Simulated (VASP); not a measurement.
An input for Ansatz (written as the equivalent of a VASP run, and not itself run):

Ansatz 0.2 input:
```yaml
crystal:
  lattice:
    - [0.0000000, 2.3741452, 2.3741452]
    - [2.3741452, 0.0000000, 2.3741452]
    - [2.3741452, 2.3741452, 0.0000000]
  atoms:
    - { symbol: Ca, position: [0.0000000, 0.0000000, 0.0000000] }
    - { symbol: O, position: [0.5000000, 0.5000000, 0.5000000] }
kpoints:
  mp_grid: { grid: [10, 10, 10] }
hamiltonian:
  xc: pbesol
  pseudopotentials: { kind: paw }
scf:
  occupations: { method: gaussian, width: 0.05 }
  max_iter: 100
relax:
  max_steps: 40
  f_tol: 0.01
  cell: { p_target: 2 }
output: { forces: true, stress: true, eigenvalues: true }
```

Translate this input to VASP (INCAR, KPOINTS, POSCAR, choice of POTCAR).

This is not unique; one that fits is 
**POSCAR**
```
CaO
1.0
  0.0000000000   2.3741452328   2.3741452328
  2.3741452328   0.0000000000   2.3741452328
  2.3741452328   2.3741452328   0.0000000000
Ca O
1 1
Cartesian
  0.0000000000   0.0000000000   0.0000000000
  2.3741452328   2.3741452328   2.3741452328
```

**INCAR**
```
PREC=Accurate
ISIF=3
PSTRESS=20
ENCUT=600   # plane-wave cut-off (eV)
NELM=100   # most electronic steps
LREAL=.FALSE.   # projection in real space or not
LASPH=.TRUE.   # aspherical one-centre terms
ISMEAR=0   # Gaussian
SIGMA=0.05   # width (eV)
ALGO=Normal   # blocked Davidson
GGA=PS   # PBEsol
NSW=40   # most ionic steps
SYSTEM=CaO
LCHARG=.FALSE.
LWAVE=.FALSE.
EDIFFG=-0.01   # ionic stop
IBRION=2   # conjugate gradients
EDIFF=1E-7   # SCF stop (eV)
```

**KPOINTS**
```
Automatic mesh
0
gamma
10 10 10
```

POTCAR, in this order: Ca_sv O (PBE.64 set). Program: vasp_std.

What does not carry over: each code has its own PAW files, so the cut-off isn't converted (ENCUT is set for VASP's; basis.ecutwfc is left out, and Ansatz then takes the one that its files recommend); Ansatz stops its SCF on the density residual and VASP on the energy change (EDIFF).

The compound is CaO in the rock salt structure. It was relaxed first under an external pressure of 2 GPa.
